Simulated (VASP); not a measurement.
Consider the following.

```
MgO
1.0
    0.00000     2.10500     2.10500
    2.10500     0.00000     2.10500
    2.10500     2.10500     0.00000
Mg O
1 1
Direct
  0.00000   0.00000   0.00000
  0.50000   0.50000   0.50000
```

Calculation: PBEsol GGA, VASP's PBE PAW potentials (set 64) (plane waves; VASP). Settings: 600 eV cut-off, 10×10×10 Γ-centred mesh, Gaussian smearing of 0.050 eV, potentials Mg O.

Each relaxation starts from this cell; other phases were not tried.

### Question
The cell is relaxed at 10 GPa. What happens?

### Answer
The volume per atom goes from 9.33 to 8.81 Å³ (-5.5 %), and the cell becomes a = b = c = 4.1309 Å, α = β = γ = 90.00°, space group Fm-3m. The gap on the mesh goes from 4.65 to 5.22 eV.

### Question
The cell is relaxed at 30 GPa. What happens?

### Answer
The volume per atom goes from 9.33 to 8.10 Å³ (-13.1 %), and the cell becomes a = 4.0169 Å, b = 4.0169 Å, c = 4.0169 Å, α = 90.00°, β = 90.00°, γ = 90.00°, space group Fm-3m. The gap on the mesh goes from 4.65 to 6.14 eV.

Failed runs are left out, and for metals the shear rows, which the mesh's noise covers.

The compound is MgO in the rock salt structure. The cell was not relaxed at this level.
